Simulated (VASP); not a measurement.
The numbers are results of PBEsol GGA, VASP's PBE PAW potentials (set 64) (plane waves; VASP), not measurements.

VASP ran on this input.

### KPOINTS
```
Automatic mesh
0
Gamma
13 13 7
0 0 0
```

**INCAR**
```
# general
SYSTEM  = Ti
PREC    = Accurate
ENCUT   = 480
LREAL   = .FALSE.   # projection in real space or not
LASPH   = .TRUE.

# electronic loop
EDIFF   = 1E-6   # SCF stop (eV)
NELM    = 100   # most electronic steps
ALGO    = Normal
LMAXMIX = 4   # l cut-off of mixed one-centre charges

# smearing
ISMEAR  = 1   # Methfessel-Paxton
SIGMA   = 0.1   # width (eV)

# functional
GGA     = PS   # PBEsol

# ions
IBRION  = 2
NSW     = 60   # most ionic steps
ISIF    = 3
EDIFFG  = -0.01   # ionic stop

# output
LWAVE   = .FALSE.
LCHARG  = .FALSE.
```

POSCAR:
```
Ti
1
    2.9500000000     0.0000000000     0.0000000000
   -1.4750000000     2.5547750000     0.0000000000
    0.0000000000     0.0000000000     4.6800000000
Ti
2
Direct
  0.6666670000   0.3333330000   0.7500000000
  0.3333330000   0.6666670000   0.2500000000
```

POTCAR, in this order: Ti_sv (PBE.64 set). Program: vasp_std.

Output of the run:

File OSZICAR:
```
       N       E                     dE             d eps       ncg     rms          rms(c)
DAV:   1     0.239109853923E+03    0.23911E+03   -0.13167E+04  2688   0.178E+03
DAV:   2     0.887456797206E+01   -0.23024E+03   -0.22896E+03  2776   0.478E+02
DAV:   3    -0.179291704998E+02   -0.26804E+02   -0.26579E+02  5328   0.133E+02
DAV:   4    -0.190001180533E+02   -0.10709E+01   -0.10709E+01  2744   0.281E+01
DAV:   5    -0.190612346750E+02   -0.61117E-01   -0.61116E-01  4464   0.460E+00    0.123E+01
DAV:   6    -0.166522795983E+02    0.24090E+01   -0.90498E+00  3184   0.347E+01    0.291E+00
DAV:   7    -0.166262514231E+02    0.26028E-01   -0.90843E-01  4032   0.786E+00    0.205E+00
DAV:   8    -0.166494275253E+02   -0.23176E-01   -0.22879E-01  3184   0.648E+00    0.704E-01
DAV:   9    -0.166398433142E+02    0.95842E-02   -0.60015E-02  3248   0.271E+00    0.651E-02
DAV:  10    -0.166400626064E+02   -0.21929E-03   -0.23147E-03  4280   0.376E-01    0.915E-02
DAV:  11    -0.166401646914E+02   -0.10209E-03   -0.25584E-04  3024   0.132E-01    0.242E-02
DAV:  12    -0.166401593750E+02    0.53165E-05   -0.47303E-05  3984   0.507E-02    0.130E-02
DAV:  13    -0.166401593318E+02    0.43145E-07   -0.13733E-06  2208   0.128E-02
   1 F= -.16640159E+02 E0= -.16640147E+02  d E =-.166402E+02
       N       E                     dE             d eps       ncg     rms          rms(c)
DAV:   1    -0.197639041492E+02   -0.31237E+01   -0.78337E+01  3648   0.119E+02    0.152E+01
DAV:   2    -0.167002816795E+02    0.30636E+01   -0.13104E+01  3800   0.453E+01    0.470E+00
DAV:   3    -0.165280087511E+02    0.17227E+00   -0.24934E+00  3872   0.114E+01    0.180E+00
DAV:   4    -0.165925806565E+02   -0.64572E-01   -0.50937E-01  3384   0.596E+00    0.360E-01
DAV:   5    -0.166202214214E+02   -0.27641E-01   -0.61038E-02  3648   0.200E+00    0.629E-01
DAV:   6    -0.166524019029E+02   -0.32180E-01   -0.67133E-02  3400   0.147E+00    0.154E-01
DAV:   7    -0.166536190910E+02   -0.12172E-02   -0.38086E-03  3584   0.446E-01    0.133E-01
DAV:   8    -0.166549354148E+02   -0.13163E-02   -0.32286E-03  3408   0.408E-01    0.421E-02
DAV:   9    -0.166549635080E+02   -0.28093E-04   -0.39743E-04  4088   0.116E-01    0.618E-03
DAV:  10    -0.166549679602E+02   -0.44522E-05   -0.14350E-05  3344   0.368E-02    0.607E-03
DAV:  11    -0.166549692082E+02   -0.12480E-05   -0.65549E-06  3448   0.139E-02    0.394E-03
DAV:  12    -0.166549689634E+02    0.24480E-06   -0.40729E-07  1576   0.579E-03
   2 F= -.16654969E+02 E0= -.16654883E+02  d E =-.148096E-01
       N       E                     dE             d eps       ncg     rms          rms(c)
DAV:   1    -0.172785872250E+02   -0.62362E+00   -0.15083E+01  3680   0.558E+01    0.668E+00
DAV:   2    -0.166796373276E+02    0.59895E+00   -0.31764E+00  4072   0.209E+01    0.191E+00
DAV:   3    -0.166493095960E+02    0.30328E-01   -0.38714E-01  3712   0.436E+00    0.573E-01
DAV:   4    -0.166628734883E+02   -0.13564E-01   -0.69585E-02  3800   0.191E+00    0.265E-01
DAV:   5    -0.166752426870E+02   -0.12369E-01   -0.28226E-02  3456   0.107E+00    0.355E-01
DAV:   6    -0.166774442644E+02   -0.22016E-02   -0.60595E-03  3936   0.711E-01    0.108E-01
DAV:   7    -0.166779992278E+02   -0.55496E-03   -0.12027E-03  3496   0.248E-01    0.261E-02
DAV:   8    -0.166780721011E+02   -0.72873E-04   -0.17288E-04  4152   0.766E-02    0.108E-02
DAV:   9    -0.166780745482E+02   -0.24471E-05   -0.80604E-06  3232   0.253E-02    0.174E-03
DAV:  10    -0.166780746336E+02   -0.85371E-07   -0.10850E-06  1960   0.636E-03
   3 F= -.16678075E+02 E0= -.16677959E+02  d E =-.379153E-01
```

File OUTCAR:
```
------------------------ aborting loop because EDIFF is reached ----------------------------------------
  FORCE on cell =-STRESS in cart. coord.  units (eV):
  Direction    XX          YY          ZZ          XY          YZ          ZX
  --------------------------------------------------------------------------------------
  Total       -0.0133074     -0.0133074      0.0131072      0.0000000      0.0000000      0.0000000
  in kB       -0.6390182     -0.6390182      0.6294035      0.0000000      0.0000000      0.0000000
  external PRESSURE =      -0.2162110 kB  Pullay stress =       0.0000000 kB
  volume of cell :       33.36
      direct lattice vectors                 reciprocal lattice vectors
     2.896956663  0.000000000  0.000000000     0.345189838  0.199295441 -0.000000000
    -1.448478331  2.508838119 -0.000000000     0.000000000  0.398590882 -0.000000000
     0.000000000  0.000000000  4.590661839     0.000000000  0.000000000  0.217833514
 POSITION                                       TOTAL-FORCE (eV/Angst)
 -----------------------------------------------------------------------------------
      1.44848      0.83628      3.44300        -0.000000      0.000000      0.000000
     -0.00000      1.67256      1.14767         0.000000     -0.000000      0.000000
 -----------------------------------------------------------------------------------
    total drift:                               -0.002306      0.001331     -0.000669
  FREE ENERGIE OF THE ION-ELECTRON SYSTEM (eV)
  ---------------------------------------------------
  free  energy   TOTEN  =       -16.6780746336 eV

  energy  without entropy=      -16.6777288627  energy(sigma->0) =      -16.67795938

 reached required accuracy - stopping structural energy minimisation
```
(Selected blocks of OUTCAR.)

**CONTCAR**
```
Ti
   1.00000000000000
     2.8969566629064096    0.0000000000000000    0.0000000000000000
    -1.4484783314532048    2.5088381194017004   -0.0000000000000000
     0.0000000000000000    0.0000000000000000    4.5906618388380256
  Ti
     2
Direct
     0.6666669999999968    0.3333330000000032    0.7500000000000000
     0.3333330000000032    0.6666669999999968    0.2500000000000000
```

### OUTCAR
```
 val. band max:        8.6609012847   @ k =   0.3077   0.2308   0.4286

 cond. band min:       8.6762798985   @ k =   0.3077   0.2308   0.2857


 Fermi energy:         8.6628929680

 k-point     1 :       0.0000    0.0000    0.0000
  band No.  band energies     occupation
      1     -47.9245      2.00000
      2     -47.7606      2.00000
      3     -24.6663      2.00000
      4     -23.9272      2.00000
      5     -23.9271      2.00000
      6     -23.8490      2.00000
      7     -23.8122      2.00000
      8     -23.8122      2.00000
      9       2.3347      2.00000
     10       5.8438      2.00000
     11       9.4336     -0.00000
     12       9.4336     -0.00000
     13       9.5301     -0.00000
     14       9.5559     -0.00000
     15       9.9637     -0.00000
     16       9.9637     -0.00000

 k-point     2 :       0.0769    0.0000    0.0000
  band No.  band energies     occupation
      1     -47.9175      2.00000
      2     -47.7578      2.00000
      3     -24.6513      2.00000
      4     -23.9581      2.00000
      5     -23.9375      2.00000
      6     -23.8553      2.00000
      7     -23.8444      2.00000
      8     -23.8162      2.00000
      9       2.5079      2.00000
     10       5.9814      2.00000
     11       9.1243     -0.00000
     12       9.1848     -0.00000
     13       9.5579     -0.00000
     14       9.7861     -0.00000
     15       9.8836     -0.00000
     16      10.0743     -0.00000

 k-point     3 :       0.1538    0.0000    0.0000
  band No.  band energies     occupation
      1     -47.8978      2.00000
      2     -47.7505      2.00000
      3     -24.6081      2.00000
      4     -24.0443      2.00000
      5     -23.9653      2.00000
      6     -23.9321      2.00000
      7     -23.8744      2.00000
      8     -23.8279      2.00000
      9       3.0074      2.00000
     10       6.3446      2.00000
     11       8.5039      2.04711
     12       8.6775      0.75582
     13       9.6236     -0.00000
...
```

Energy and stress use the plane-wave basis of the starting cell.

The compound is Ti in the hcp structure. This run relaxes it. Symmetry was kept, so distortions that lower it aren't found.
